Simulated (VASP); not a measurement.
These are rev-vdW-DF2, VASP's PBE PAW potentials (set 64) (plane waves; VASP 6.6.1) values and carry that method's errors.

The input files of a VASP run:

File POSCAR:
```
CsPbCl3
5.7104010
  0.9999999656   0.0000000000   0.0000000000
  0.0000000000   0.9999999656   0.0000000000
  0.0000000000   0.0000000000   0.9999999656
Cs Pb Cl
1 1 3
direct
  0.0000000000   0.0000000000   0.0000000000
  0.5000000000   0.5000000000   0.5000000000
  0.5000000000   0.0000000000   0.5000000000
  0.0000000000   0.5000000000   0.5000000000
  0.5000000000   0.5000000000   0.0000000000
```

INCAR:
```
GGA = MK
ENCUT = 520   # plane-wave cut-off (eV)
LASPH = .TRUE.
PARAM2 = 0.7114
SYSTEM = CsPbCl3
LCHARG = .FALSE.
ZAB_VDW = -1.8867
LUSE_VDW = .TRUE.
SIGMA = 0.05   # width (eV)
NELM = 100   # most electronic steps
PARAM1 = 0.1234568
ISMEAR = 0
ISIF = 2
AGGAC = 0.0
ALGO = Normal
LREAL = .FALSE.   # projection in real space or not
LWAVE = .FALSE.
EDIFF = 1E-7   # SCF stop (eV)
PREC = Accurate
LMAXMIX = 4
```

KPOINTS:
```
Automatic mesh
0
gamma
  4 4 4
```

POTCAR, in this order: Cs_sv Pb_d Cl (PBE.64 set). Program: vasp_std.

The resulting files:

OSZICAR:
```
       N       E                     dE             d eps       ncg     rms          rms(c)
DAV:   1     0.420630920579E+03    0.42063E+03   -0.19502E+04   520   0.154E+03
DAV:   2     0.420158313153E+02   -0.37862E+03   -0.36990E+03   638   0.341E+02
DAV:   3    -0.661223977875E+01   -0.48628E+02   -0.47734E+02   620   0.132E+02
DAV:   4    -0.861407075720E+01   -0.20018E+01   -0.19941E+01   668   0.343E+01
DAV:   5    -0.868200389878E+01   -0.67933E-01   -0.67896E-01   698   0.507E+00    0.467E+00
DAV:   6    -0.777988486079E+01    0.90212E+00   -0.19479E+00   700   0.146E+01    0.300E+00
DAV:   7    -0.772770692313E+01    0.52178E-01   -0.65250E-01   770   0.460E+00    0.170E+00
DAV:   8    -0.773242825919E+01   -0.47213E-02   -0.84185E-02   718   0.238E+00    0.291E-01
DAV:   9    -0.772932338736E+01    0.31049E-02   -0.22600E-02   748   0.112E+00    0.126E-01
DAV:  10    -0.772965971688E+01   -0.33633E-03   -0.21097E-03   620   0.301E-01    0.373E-02
DAV:  11    -0.772970160240E+01   -0.41886E-04   -0.12805E-04   698   0.941E-02    0.126E-02
DAV:  12    -0.772970369059E+01   -0.20882E-05   -0.18967E-05   698   0.500E-02    0.900E-03
DAV:  13    -0.772970246120E+01    0.12294E-05   -0.50310E-06   762   0.118E-02    0.199E-03
DAV:  14    -0.772970247287E+01   -0.11670E-07   -0.43066E-07   574   0.572E-03
   1 F= -.77297025E+01 E0= -.77297025E+01  d E =-.407142E-18
```

### OUTCAR
```
------------------------ aborting loop because EDIFF is reached ----------------------------------------
  FORCE on cell =-STRESS in cart. coord.  units (eV):
  Direction    XX          YY          ZZ          XY          YZ          ZX
  --------------------------------------------------------------------------------------
  Total       -0.7937540     -0.7937540     -0.7937540     -0.0000000     -0.0000000      0.0000000
  in kB       -6.8296232     -6.8296232     -6.8296232     -0.0000000     -0.0000000      0.0000000
  external PRESSURE =      -6.8296232 kB  Pullay stress =       0.0000000 kB
  volume of cell :      186.21
      direct lattice vectors                 reciprocal lattice vectors
     5.710400803  0.000000000  0.000000000     0.175119056  0.000000000  0.000000000
     0.000000000  5.710400803  0.000000000     0.000000000  0.175119056  0.000000000
     0.000000000  0.000000000  5.710400803     0.000000000  0.000000000  0.175119056
 POSITION                                       TOTAL-FORCE (eV/Angst)
 -----------------------------------------------------------------------------------
      0.00000      0.00000      0.00000         0.000000      0.000000      0.000000
      2.85520      2.85520      2.85520         0.000000      0.000000      0.000000
      2.85520      0.00000      2.85520         0.000000      0.000000      0.000000
      0.00000      2.85520      2.85520         0.000000      0.000000      0.000000
      2.85520      2.85520      0.00000         0.000000      0.000000      0.000000
 -----------------------------------------------------------------------------------
    total drift:                                0.000000     -0.000000     -0.000000
  FREE ENERGIE OF THE ION-ELECTRON SYSTEM (eV)
  ---------------------------------------------------
  free  energy   TOTEN  =        -7.7297024729 eV

  energy  without entropy=       -7.7297024729  energy(sigma->0) =       -7.72970247
```
(Selected blocks of OUTCAR.)

OUTCAR:
```
 val. band max:        0.9447077656   @ k =   0.5000   0.5000   0.5000

 cond. band min:       3.0987147194   @ k =   0.5000   0.5000   0.5000


 Fermi energy:         1.2388936919

 k-point     1 :       0.0000    0.0000    0.0000
  band No.  band energies     occupation
      1     -20.0829      2.00000
      2     -15.5657      2.00000
      3     -15.5657      2.00000
      4     -15.3944      2.00000
      5     -15.3944      2.00000
      6     -15.3944      2.00000
      7     -13.6222      2.00000
      8     -12.9041      2.00000
      9     -12.9041      2.00000
     10      -6.8522      2.00000
     11      -6.8522      2.00000
     12      -6.8522      2.00000
     13      -5.5834      2.00000
     14      -3.1427      2.00000
     15      -3.1427      2.00000
     16      -3.1427      2.00000
     17      -1.2220      2.00000
     18      -1.2220      2.00000
     19      -1.2220      2.00000
     20      -1.1347      2.00000
     21      -1.1347      2.00000
     22      -1.1347      2.00000
     23       4.3639      0.00000
     24       5.4469      0.00000
     25       5.4469      0.00000
     26       6.4600      0.00000

 k-point     2 :       0.2500    0.0000    0.0000
  band No.  band energies     occupation
      1     -20.0821      2.00000
      2     -15.5657      2.00000
      3     -15.5289      2.00000
      4     -15.3949      2.00000
      5     -15.3949      2.00000
      6     -15.3944      2.00000
      7     -13.5554      2.00000
      8     -13.0348      2.00000
      9     -12.9032      2.00000
     10      -6.8488      2.00000
     11      -6.8441      2.00000
     12      -6.8441      2.00000
     13      -6.0555      2.00000
     14      -3.1062      2.00000
     15      -3.1062      2.00000
     16      -2.2340      2.00000
     17      -1.2772      2.00000
     18      -1.2697      2.00000
     19      -1.2697      2.00000
     20      -1.1827      2.00000
     21      -1.1827      2.00000
     22      -1.0865      2.00000
...
```

Unless said otherwise, spin-orbit coupling is left out, though it shifts the bands of the heavy elements here.

The compound is CsPbCl3 in the cubic perovskite structure, the ideal cubic form; the compound distorts at low or room temperature. This cell is one point of a volume scan, at 1.03 of the reference volume.
